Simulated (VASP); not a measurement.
Consider the following.

```
CELL_PARAMETERS angstrom
      1.28972    -2.23385     0.00000
      1.28972     2.23385     0.00000
      0.00000     0.00000     4.69954
ATOMIC_POSITIONS crystal
  Zn 0.33333 0.66667 0.25000
  Zn 0.66667 0.33333 0.75000
```

Method: PBEsol GGA, VASP's PBE PAW potentials (set 64) (plane waves; VASP). Run with 500 eV cut-off, 16×16×8 Γ-centred mesh, first-order Methfessel-Paxton smearing of 0.10 eV, potentials Zn.

Energy and stress use the plane-wave basis of the starting cell.

### Question
The ions, cell shape and volume at an external pressure of 10.0 GPa are relaxed. Which structure does the run end with?

### Answer

```
CELL_PARAMETERS angstrom
      1.27819    -2.21389     0.00000
      1.27819     2.21389     0.00000
      0.00000     0.00000     4.58890
ATOMIC_POSITIONS crystal
  Zn 0.33333 0.66667 0.25000
  Zn 0.66667 0.33333 0.75000
```
Space group P6_3/mmc (194), at a tolerance of 0.03 Å.

### Question
How do energy and volume change from the first to the last step?

### Answer
The energy (σ→0) changes by +25.1 meV/atom and the volume by -4.1 %, in 7 ionic steps.

| step | E(σ→0) (eV) | max force (eV/Å) | pressure (GPa) | volume (Å³) |
|---|---|---|---|---|
| 1 | -3.1640 | 0.000 | 4.95 | 27.08 |
| 2 | -3.0727 | 0.000 | 13.24 | 25.44 |
| 3 | -3.1160 | 0.000 | 10.03 | 26.03 |
| 4 | -3.1173 | 0.000 | 9.93 | 26.06 |
| 5 | -3.1160 | 0.000 | 9.81 | 26.02 |
| 6 | -3.1126 | 0.000 | 9.90 | 25.95 |
| 7 | -3.1138 | 0.000 | 9.95 | 25.97 |

The compound is Zn in the hcp structure. This run relaxes it under an external pressure of 10 GPa. Symmetry was kept, so distortions that lower it aren't found.
